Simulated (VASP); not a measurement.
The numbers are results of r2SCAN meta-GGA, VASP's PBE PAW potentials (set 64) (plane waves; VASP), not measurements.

A VASP calculation is set up with these files.

File KPOINTS:
```
Automatic mesh
0
Gamma
9 9 9
0 0 0
```

POSCAR:
```
HfO2
1
    1.5454338191     0.8922562432     4.8794879074
   -1.5454338191     0.8922562432     4.8794879074
    0.0000000000    -1.7845135925     4.8794878984
Hf O
1 2
Direct
  0.9998506328   0.9998506328   0.9998506328
  0.7450582168   0.7450582168   0.7450582164
  0.5883911503   0.5883911503   0.5883911507
```

KPOINTS_OPT:
```
k-points along high-symmetry lines
8
Line-mode
Reciprocal
  0.000000   0.000000   0.000000 ! GAMMA
  0.500000   0.500000   0.500000 ! T

  0.500000   0.500000   0.500000 ! T
  0.818510   0.181490   0.500000 ! H_2

  0.500000  -0.181490   0.181490 ! H_0
  0.500000   0.000000   0.000000 ! L

  0.500000   0.000000   0.000000 ! L
  0.000000   0.000000   0.000000 ! GAMMA

  0.000000   0.000000   0.000000 ! GAMMA
  0.340745  -0.340745   0.000000 ! S_0

  0.659255   0.000000   0.340745 ! S_2
  0.500000   0.000000   0.500000 ! F

  0.500000   0.000000   0.500000 ! F
  0.000000   0.000000   0.000000 ! GAMMA
```

INCAR:
```
ALGO=Normal
EDIFF=1E-7
ENCUT=520
ISIF=2
ISMEAR=-5
LASPH=.True.
LCHARG=.False.
LEFG=.True.
LMAXMIX=6
LMIXTAU=.True.
LORBIT=11
LREAL=.False.
LWAVE=.False.
METAGGA=R2SCAN
NEDOS=601
NELM=100
PREC=Accurate
SYSTEM=HfO2
```

POTCAR, in this order: Hf_pv O (PBE.64 set). Program: vasp_std.

Output of the run:

OUTCAR:
```
 ion  position               nearest neighbor table
   1  1.000  1.000  1.000-   3 2.12   3 2.12   3 2.12   2 2.12   2 2.12   2 2.12
   2  0.745  0.745  0.745-   1 2.12   1 2.12   1 2.12
   3  0.588  0.588  0.588-   1 2.12   1 2.12   1 2.12
  LATTYP: Found a trigonal (rhomboedric) cell.
 ALAT       =     5.1955643708
 COS(alpha) =     0.8230439728
 Subroutine PRICEL returns:
 Original cell was already a primitive cell.
 Subroutine GETGRP returns: Found  6 space group operations
The static configuration has the point symmetry C_3v.
The dynamic configuration has the point symmetry C_3v.
 Subroutine INISYM returns: Found  6 space group operations
 Subroutine IBZKPT returns following result:
 Found     85 irreducible k-points:

 Following reciprocal coordinates:
            Coordinates               Weight
  0.000000  0.000000  0.000000      1.000000
  0.111111  0.000000 -0.000000      6.000000
  0.222222  0.000000 -0.000000      6.000000
  0.333333  0.000000 -0.000000      6.000000
  0.444444  0.000000 -0.000000      6.000000
  0.111111  0.111111 -0.000000      6.000000
  0.222222  0.111111 -0.000000     12.000000
  0.333333  0.111111 -0.000000     12.000000
  0.444444  0.111111 -0.000000     12.000000
 -0.444444  0.111111  0.000000     12.000000
 -0.333333  0.111111  0.000000     12.000000
 -0.222222  0.111111  0.000000     12.000000
 -0.111111  0.111111  0.000000      6.000000
  0.222222  0.222222 -0.000000      6.000000
  0.333333  0.222222 -0.000000     12.000000
  0.444444  0.222222 -0.000000     12.000000
 -0.444444  0.222222  0.000000     12.000000
 -0.333333  0.222222  0.000000     12.000000
 -0.222222  0.222222  0.000000      6.000000
  0.333333  0.333333 -0.000000      6.000000
  0.444444  0.333333 -0.000000     12.000000
 -0.444444  0.333333 -0.000000     12.000000
 -0.333333  0.333333  0.000000      6.000000
  0.444444  0.444444 -0.000000      6.000000
 -0.444444  0.444444  0.000000      6.000000
  0.111111  0.111111  0.111111      2.000000
  0.222222  0.111111  0.111111      6.000000
  0.333333  0.111111  0.111111      6.000000
  0.444444  0.111111  0.111111      6.000000
 -0.444444  0.111111  0.111111      6.000000
 -0.333333  0.111111  0.111111      6.000000
 -0.222222  0.111111  0.111111      6.000000
 -0.111111  0.111111  0.111111      6.000000
  0.222222  0.222222  0.111111      6.000000
  0.333333  0.222222  0.111111     12.000000
  0.444444  0.222222  0.111111     12.000000
 -0.444444  0.222222  0.111111     12.000000
 -0.333333  0.222222  0.111111     12.000000
 -0.222222  0.222222  0.111111     12.000000
 -0.111111  0.222222  0.111111     12.000000
   k-points           NKPTS =     85   k-points in BZ     NKDIM =     85   number of bands    NBANDS=     15
   number of dos      NEDOS =    601   number of ions     NIONS =      3
   total plane-waves  NPLWV =  64000
   dimension x,y,z NGX =    40 NGY =   40 NGZ =   40
   dimension x,y,z NGXF=    80 NGYF=   80 NGZF=   80
   ions per type =               1   2
   PREC   = accura    normal or accurate (medium, high low for compatibility)
   ISTART =      0    job   : 0-new  1-cont  2-samecut
   ICHARG =      2    charge: 1-file 2-atom 10-const
   ISPIN  =      1    spin polarized calculation?
   LNONCOLLINEAR =      F non collinear calculations
   LSORBIT =      F    spin-orbit coupling
   INIWAV =      1    electr: 0-lowe 1-rand  2-diag
   ENCUT  =  520.0 eV  38.22 Ry    6.18 a.u.   9.66  9.66  9.66*2*pi/ulx,y,z
   NELM   =    100;   NELMIN=  2; NELMDL= -5     # of ELM steps
   EDIFF  = 0.1E-06   stopping-criterion for ELM
   LREAL  =      F    real-space projection
...
```

### OSZICAR
```
       N       E                     dE             d eps       ncg     rms          rms(c)
DAV:   1     0.664168202444E+02    0.66417E+02   -0.13218E+04  2550   0.145E+03
DAV:   2    -0.734471898210E+02   -0.13986E+03   -0.13818E+03  3264   0.329E+02
DAV:   3    -0.781004375247E+02   -0.46532E+01   -0.46472E+01  3446   0.597E+01
DAV:   4    -0.781339196661E+02   -0.33482E-01   -0.33476E-01  3173   0.545E+00
DAV:   5    -0.781344050635E+02   -0.48540E-03   -0.48531E-03  3425   0.582E-01    0.579E+01
DAV:   6    -0.672867534574E+02    0.10848E+02   -0.20225E+01  3208   0.329E+01    0.489E+01
DAV:   7    -0.657878937844E+02    0.14989E+01   -0.14712E+00  3362   0.112E+01    0.227E+01
DAV:   8    -0.682453290884E+02   -0.24574E+01   -0.12636E+00  2998   0.107E+01    0.524E+00
DAV:   9    -0.655347878313E+02    0.27105E+01   -0.78518E-01  2648   0.805E+00    0.231E+00
DAV:  10    -0.661012800386E+02   -0.56649E+00   -0.28520E-01  2991   0.550E+00    0.766E-01
DAV:  11    -0.660790130237E+02    0.22267E-01   -0.10123E-02  2970   0.116E+00    0.278E-01
DAV:  12    -0.661060572726E+02   -0.27044E-01   -0.84147E-03  2788   0.107E+00    0.319E-01
DAV:  13    -0.661074042762E+02   -0.13470E-02   -0.27736E-03  3355   0.588E-01    0.654E-02
DAV:  14    -0.661082038941E+02   -0.79962E-03   -0.58400E-04  2823   0.295E-01    0.244E-02
DAV:  15    -0.661076745948E+02    0.52930E-03   -0.52176E-04  2662   0.283E-01    0.580E-02
DAV:  16    -0.661082910626E+02   -0.61647E-03   -0.24544E-04  2627   0.184E-01    0.273E-02
DAV:  17    -0.661082980911E+02   -0.70285E-05   -0.62836E-06  3600   0.296E-02    0.104E-02
DAV:  18    -0.661082983223E+02   -0.23120E-06   -0.25237E-06  2711   0.164E-02    0.356E-03
DAV:  19    -0.661083002945E+02   -0.19722E-05   -0.77863E-07  2879   0.936E-03    0.834E-04
DAV:  20    -0.661083005307E+02   -0.23613E-06   -0.15434E-07  2199   0.499E-03    0.111E-03
DAV:  21    -0.661083008211E+02   -0.29045E-06   -0.18049E-07  2236   0.499E-03    0.335E-04
DAV:  22    -0.661083008222E+02   -0.10400E-08   -0.12046E-08  1464   0.119E-03
   1 F= -.66108301E+02 E0= -.66108301E+02  d E =0.000000E+00
       N       E                     dE             ncg
```

### OUTCAR
```
------------------------ aborting loop because EDIFF is reached ----------------------------------------
  FORCE on cell =-STRESS in cart. coord.  units (eV):
  Direction    XX          YY          ZZ          XY          YZ          ZX
  --------------------------------------------------------------------------------------
  Total       -0.0160781     -0.0160781      0.0207887      0.0000000     -0.0000000      0.0000000
  in kB       -0.6380855     -0.6380854      0.8250345      0.0000000     -0.0000001      0.0000000
  external PRESSURE =      -0.1503788 kB  Pullay stress =       0.0000000 kB
  volume of cell :       40.37
      direct lattice vectors                 reciprocal lattice vectors
     1.545433819  0.892256243  4.879487907     0.323533751  0.186792302  0.068313194
    -1.545433819  0.892256243  4.879487907    -0.323533751  0.186792302  0.068313194
     0.000000000 -1.784513592  4.879487898     0.000000000 -0.373584605  0.068313151
 POSITION                                       TOTAL-FORCE (eV/Angst)
 -----------------------------------------------------------------------------------
      0.00000     -0.00000     14.63628         0.000000      0.000000     -0.003640
      0.00000     -0.00000     10.90651         0.000000      0.000000     -0.007901
      0.00000     -0.00000      8.61314         0.000000     -0.000000      0.011541
 -----------------------------------------------------------------------------------
    total drift:                                0.000000     -0.000003      0.000235
  FREE ENERGIE OF THE ION-ELECTRON SYSTEM (eV)
  ---------------------------------------------------
  free  energy   TOTEN  =       -66.1083008222 eV

  energy  without entropy=      -66.1083008222  energy(sigma->0) =      -66.10830082

 total charge

# of ion       s       p       d       tot
------------------------------------------
    1        0.334   6.634   1.571   8.539
    2        1.575   3.492   0.000   5.067
    3        1.575   3.494   0.000   5.069
--------------------------------------------------
tot          3.484  13.620   1.571  18.674

 Electric field gradients after diagonalization (V/A^2)
 (convention: |V_zz| > |V_xx| > |V_yy|)
----------------------------------------------------------------------
 ion       V_xx      V_yy      V_zz     asymmetry (V_yy - V_xx)/ V_zz
----------------------------------------------------------------------
   1      45.224    45.223   -90.448       0.000
   2      33.244    33.244   -66.487       0.000
   3      34.070    34.070   -68.140       0.000
```
(Selected blocks of OUTCAR.)

### OUTCAR
```
 val. band max:        1.8805940560   @ k =   0.0000   0.0000   0.0000

 cond. band min:       3.8141977899   @ k =  -0.2222   0.3333   0.1111


 Fermi energy:         1.8950436225

 k-point     1 :       0.0000    0.0000    0.0000
  band No.  band energies     occupation
      1     -29.5509      2.00000
      2     -29.1502      2.00000
      3     -29.1502      2.00000
      4     -17.6990      2.00000
      5     -15.3482      2.00000
      6      -3.7086      2.00000
      7      -1.9742      2.00000
      8      -1.9742      2.00000
      9      -0.6246      2.00000
     10      -0.6246      2.00000
     11       1.8806      2.00000
     12       5.2459      0.00000
     13       7.4282      0.00000
     14       8.1244      0.00000
     15       8.1244      0.00000

 k-point     2 :       0.1111    0.0000   -0.0000
  band No.  band energies     occupation
      1     -29.5188      2.00000
      2     -29.2879      2.00000
      3     -29.1752      2.00000
      4     -17.5289      2.00000
      5     -15.4322      2.00000
      6      -3.5111      2.00000
      7      -2.2761      2.00000
      8      -1.7857      2.00000
      9      -0.7880      2.00000
     10      -0.7337      2.00000
     11       1.8355      2.00000
     12       5.4787      0.00000
     13       7.2296      0.00000
     14       8.1930      0.00000
     15       8.4118      0.00000

 k-point     3 :       0.2222    0.0000   -0.0000
  band No.  band energies     occupation
      1     -29.6194      2.00000
      2     -29.4363      2.00000
      3     -29.2380      2.00000
      4     -17.1222      2.00000
      5     -15.6439      2.00000
      6      -3.3048      2.00000
      7      -2.4792      2.00000
      8      -1.3073      2.00000
      9      -1.1627      2.00000
     10      -1.0172      2.00000
     11       1.6911      2.00000
     12       4.8118      0.00000
     13       8.2258      0.00000
     14       8.4348      0.00000
     15       8.5921      0.00000
...
```

Unless said otherwise, spin-orbit coupling is left out, though it shifts the bands of the heavy elements here.

The structure was generated: HfO2 was put into the 3R-MoS2 type (R3m), which need not be its known phase. It was relaxed first, which changed the volume by +28 %.
